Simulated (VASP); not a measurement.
A convergence study with VASP on ZrS$_{2}$ (1T layered): a few settings are varied, all else stays as given below, so the limit is that of these other settings.

```
ZrS2
1.0
    1.83000    -3.16965     0.00000
    1.83000     3.16965     0.00000
    0.00000     0.00000     5.82000
Zr S
1 2
Direct
  0.00000   0.00000   0.00000
  0.33333   0.66667   0.25000
  0.66667   0.33333   0.75000
```

These are HSE06 screened hybrid, VASP's PBE PAW potentials (set 64) (plane waves; VASP) values and carry that method's errors. The last row used: 520 eV cut-off, 4×4×2 Γ-centred mesh, Gaussian smearing of 0.050 eV, potentials Zr_sv S.

```json
[
 {"setting": "ENCUT = 300, PRECFOCK = Fast", "E (eV/atom)": "-8.4754", "pressure (GPa)": "0.17", "largest force (eV/Å)": "0.284", "electronic steps": "20"},
 {"setting": "ENCUT = 400, PRECFOCK = Fast", "E (eV/atom)": "-8.4751", "pressure (GPa)": "0.42", "largest force (eV/Å)": "0.298", "electronic steps": "20"},
 {"setting": "ENCUT = 520, PRECFOCK = Fast", "E (eV/atom)": "-8.4753", "pressure (GPa)": "0.43", "largest force (eV/Å)": "0.300", "electronic steps": "20"},
 {"setting": "ENCUT = 300, PRECFOCK = Normal", "E (eV/atom)": "-8.4758", "pressure (GPa)": "0.18", "largest force (eV/Å)": "0.283", "electronic steps": "20"},
 {"setting": "ENCUT = 400, PRECFOCK = Normal", "E (eV/atom)": "-8.4752", "pressure (GPa)": "0.41", "largest force (eV/Å)": "0.297", "electronic steps": "20"},
 {"setting": "ENCUT = 520, PRECFOCK = Normal", "E (eV/atom)": "-8.4755", "pressure (GPa)": "0.42", "largest force (eV/Å)": "0.300", "electronic steps": "20"},
 {"setting": "ENCUT = 300, PRECFOCK = Accurate", "E (eV/atom)": "-8.4758", "pressure (GPa)": "0.18", "largest force (eV/Å)": "0.283", "electronic steps": "20"},
 {"setting": "ENCUT = 400, PRECFOCK = Accurate", "E (eV/atom)": "-8.4752", "pressure (GPa)": "0.41", "largest force (eV/Å)": "0.297", "electronic steps": "20"},
 {"setting": "ENCUT = 520, PRECFOCK = Accurate", "E (eV/atom)": "-8.4755", "pressure (GPa)": "0.42", "largest force (eV/Å)": "0.300", "electronic steps": "20"}
]
```

Left out are rungs that failed or repeat a setting and relaxations that didn't move; long series are thinned to 24 rows.

The compound is ZrS2 in the 1T layered structure. The cell was not relaxed at this level, forces remain on its atoms.
